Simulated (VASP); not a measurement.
VASP ran on this input.

**KPOINTS**
```
Automatic mesh
0
Gamma
12 12 7
0 0 0
```

File POSCAR:
```
Mg
1
    1.5926911797    -2.7586224874    -0.0000000000
    1.5926911797     2.7586224874     0.0000000000
    0.0000000000    -0.0000000000     5.0994594159
Mg
2
Direct
  0.3333330000   0.6666670000   0.2500000000
  0.6666670000   0.3333330000   0.7500000000
```

**INCAR**
```
ALGO=Normal
EDIFF=1E-6
EDIFFG=-0.01
ENCUT=400
IBRION=2
ISIF=3
ISMEAR=1
LASPH=.TRUE.
LCHARG=.FALSE.
LMIXTAU=.TRUE.
LREAL=.FALSE.
LWAVE=.FALSE.
METAGGA=R2SCAN
NELM=100
NSW=60
PREC=Accurate
SIGMA=0.1
SYSTEM=Mg
```

POTCAR, in this order: Mg (PBE.64 set). Program: vasp_std.

Problem. Translate this r2SCAN calculation to Ansatz.

Solution. One equivalent input (not run):
Ansatz 0.2 input:
```yaml
crystal:
  lattice:
    - [1.5926912, -2.7586225, 0.0000000]
    - [1.5926912, 2.7586225, 0.0000000]
    - [0.0000000, 0.0000000, 5.0994594]
  atoms:
    - { symbol: Mg, position: [0.3333330, 0.6666670, 0.2500000] }
    - { symbol: Mg, position: [0.6666670, 0.3333330, 0.7500000] }
kpoints:
  mp_grid: { grid: [12, 12, 7] }
hamiltonian:
  xc: r2scan
  pseudopotentials: { kind: paw }
scf:
  occupations: { method: methfessel_paxton, width: 0.1 }
  max_iter: 100
relax:
  max_steps: 60
  f_tol: 0.01
  cell: {}
output: { forces: true, stress: true, eigenvalues: true }
```
Limits of the translation: each code has its own PAW files, so the cut-off isn't converted (ENCUT is set for VASP's; basis.ecutwfc is left out, and Ansatz then takes the one that its files recommend); Ansatz stops its SCF on the density residual and VASP on the energy change (EDIFF).

The compound is Mg in the hcp structure. It was relaxed first. The start is the result of an earlier pass.
